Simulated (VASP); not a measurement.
A VASP calculation is set up with these files.

INCAR:
```
SYSTEM = Ge
PREC = Accurate
ENCUT = 520
EDIFF = 1E-6
NELM = 100
ALGO = Normal
LREAL = .FALSE.
LASPH = .TRUE.
ISMEAR = 0
SIGMA = 0.05
GGA = MK
PARAM1 = 0.1234568
PARAM2 = 0.7114
ZAB_VDW = -1.8867
LUSE_VDW = .TRUE.
AGGAC = 0.0
LMAXMIX = 4
LWAVE = .FALSE.
LCHARG = .FALSE.
IBRION = 2
ISIF = 3
NSW = 60
EDIFFG = -0.01
```

### POSCAR
```
Ge
1.0
  0.0000000000   2.8290000000   2.8290000000
  2.8290000000   0.0000000000   2.8290000000
  2.8290000000   2.8290000000   0.0000000000
Ge
2
direct
  0.0000000000   0.0000000000   0.0000000000
  0.2500000000   0.2500000000   0.2500000000
```

File KPOINTS:
```
Regular mesh
0
Gamma
  7 7 7
0 0 0
```

POTCAR, in this order: Ge_d (PBE.64 set). Program: vasp_std.

Q: Translate this rev-vdW-DF2 calculation to Quantum ESPRESSO's pw.x.

A: One equivalent input (not run):
```
&CONTROL
  calculation = 'vc-relax'
  pseudo_dir = './pseudo'
  outdir = './out'
  tprnfor = .true.
  tstress = .true.
  nstep = 60
  forc_conv_thr = 0.00039
/
&SYSTEM
  ibrav = 0
  nat = 2
  ntyp = 1
  ecutwfc = 78
  occupations = 'smearing'
  smearing = 'gaussian'
  degauss = 0.003675
  input_dft = 'vdw-df2-b86r'
/
&ELECTRONS
  conv_thr = 7.3e-08
  electron_maxstep = 100
/
&IONS
/
&CELL
/
ATOMIC_SPECIES
  Ge 72.630 Ge.upf
CELL_PARAMETERS angstrom
     0.0000000    2.8290000    2.8290000
     2.8290000    0.0000000    2.8290000
     2.8290000    2.8290000    0.0000000
ATOMIC_POSITIONS crystal
  Ge   0.0000000  0.0000000  0.0000000
  Ge   0.2500000  0.2500000  0.2500000
K_POINTS automatic
  7 7 7 0 0 0
```
The two are equivalent in intent, not identical: the potentials are each code's own (VASP's PAW set, PseudoDojo norm-conserving files in pw.x), so ENCUT and ecutwfc are chosen apart and not converted; conv_thr bounds pw.x's estimated SCF error, while EDIFF bounds the energy change between steps; forc_conv_thr acts on force components and is met together with etot_conv_thr.

The compound is Ge in the diamond structure. This run relaxes it. Symmetry was kept, so distortions that lower it aren't found.
